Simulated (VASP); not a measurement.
An input for Quantum ESPRESSO's pw.x (written as the equivalent of a VASP run, and not itself run):

```
&CONTROL
  calculation = 'vc-relax'
  pseudo_dir = './pseudo'
  outdir = './out'
  tprnfor = .true.
  tstress = .true.
  nstep = 60
  forc_conv_thr = 0.00078
/
&SYSTEM
  ibrav = 0
  nat = 4
  ntyp = 2
  ecutwfc = 82
  occupations = 'smearing'
  smearing = 'gaussian'
  degauss = 0.003675
  input_dft = 'vdw-df2-b86r'
/
&ELECTRONS
  conv_thr = 7.3e-08
  electron_maxstep = 100
/
&IONS
/
&CELL
/
ATOMIC_SPECIES
  Ag 107.868 Ag.upf
  I 126.904 I.upf
CELL_PARAMETERS angstrom
     2.3111948   -4.0031071    0.0000000
     2.3111948    4.0031071    0.0000000
     0.0000000    0.0000000    7.5565229
ATOMIC_POSITIONS crystal
  Ag   0.6666670  0.3333330  0.5000847
  Ag   0.3333330  0.6666670  0.0000847
  I    0.6666670  0.3333330  0.8749153
  I    0.3333330  0.6666670  0.3749153
K_POINTS automatic
  5 5 3 0 0 0
```

**Question.** Write the VASP files for the same calculation (rev-vdW-DF2).

**Answer.** One answer among several that fit: 
File POSCAR:
```
AgI
1
    2.3111947565    -4.0031071493     0.0000000000
    2.3111947565     4.0031071493     0.0000000000
    0.0000000000     0.0000000000     7.5565228878
Ag I
2 2
Direct
  0.6666670000   0.3333330000   0.5000846777
  0.3333330000   0.6666670000   0.0000846777
  0.6666670000   0.3333330000   0.8749153223
  0.3333330000   0.6666670000   0.3749153223
```

**KPOINTS**
```
Automatic mesh
0
Gamma
5 5 3
0 0 0
```

**INCAR**
```
SYSTEM = AgI
EDIFFG = -0.02   ! ionic stop
LUSE_VDW = .TRUE.
PREC = Accurate
NSW = 60
ISIF = 3   ! ions, shape and volume
LREAL = .FALSE.   ! projection in real space or not
EDIFF = 1E-6
SIGMA = 0.05   ! width (eV)
LCHARG = .FALSE.
LMAXMIX = 4   ! l cut-off of mixed one-centre charges
LWAVE = .FALSE.
ENCUT = 520
AGGAC = 0.0
ISMEAR = 0
ZAB_VDW = -1.8867
PARAM1 = 0.1234568
GGA = MK
PARAM2 = 0.7114
ALGO = Normal
LASPH = .TRUE.   ! aspherical one-centre terms
IBRION = 2
NELM = 100   ! most electronic steps
```

POTCAR, in this order: Ag I (PBE.64 set). Program: vasp_std.

Limits of the translation: the potentials are each code's own (VASP's PAW set, PseudoDojo norm-conserving files in pw.x), so ENCUT and ecutwfc are chosen apart and not converted; conv_thr bounds pw.x's estimated SCF error, while EDIFF bounds the energy change between steps; forc_conv_thr acts on force components and is met together with etot_conv_thr.

The compound is AgI in the wurtzite structure. It was relaxed first. The start is the result of an earlier pass.
